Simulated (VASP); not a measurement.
Level of theory: PBEsol GGA, VASP's PBE PAW potentials (set 64) (plane waves; VASP).

The input files of a VASP run:

File POSCAR:
```
Ca
1
    0.0000000000     2.7285296194     2.7285296194
    2.7285296194     0.0000000000     2.7285296194
    2.7285296194     2.7285296194     0.0000000000
Ca
1
Direct
  0.0000000000   0.0000000000   0.0000000000
```

KPOINTS:
```
Automatic mesh
0
Gamma
12 12 12
0 0 0
```

INCAR:
```
EDIFFG  =  -0.02   ! ionic stop
EDIFF  =  1E-6
IBRION  =  2
LREAL  =  .False.   ! projection in real space or not
NELM  =  100   ! most electronic steps
LCHARG  =  .False.
ISIF  =  3   ! ions, shape and volume
ALGO  =  Normal
NSW  =  40
LWAVE  =  .False.
SIGMA  =  0.1   ! width (eV)
SYSTEM  =  Ca
PREC  =  Accurate
ISMEAR  =  1
LASPH  =  .True.   ! aspherical one-centre terms
ENCUT  =  500   ! plane-wave cut-off (eV)
GGA  =  PS   ! PBEsol
```

POTCAR, in this order: Ca_sv (PBE.64 set). Program: vasp_std.

Problem. Estimate the energy per atom (σ→0), band gap (on the k-mesh).

Solution. 
```json
{
  "energy per atom (σ→0)": "-2.131 eV/atom",
  "band gap (on the k-mesh)": "none (metal, semimetal or under 0.01 eV)"
}
```

OSZICAR:
```
...
DAV:   4    -0.214083506693E+01   -0.53606E-01   -0.53572E-01  1934   0.571E+00
DAV:   5    -0.214225290129E+01   -0.14178E-02   -0.14169E-02  2070   0.569E-01    0.225E+00
DAV:   6    -0.213494271184E+01    0.73102E-02   -0.81204E-03  1619   0.125E+00    0.135E+00
DAV:   7    -0.213134702603E+01    0.35957E-02   -0.14171E-02  1540   0.174E+00    0.916E-02
DAV:   8    -0.213119494074E+01    0.15209E-03   -0.12078E-03  1545   0.348E-01    0.180E-02
DAV:   9    -0.213120004991E+01   -0.51092E-05   -0.83568E-05  2053   0.842E-02    0.423E-03
DAV:  10    -0.213120040096E+01   -0.35105E-06   -0.44548E-06  1756   0.234E-02
   1 F= -.21312004E+01 E0= -.21308322E+01  d E =-.213120E+01
```

The compound is Ca in the fcc structure. It was relaxed first, which changed the volume by -6 %.
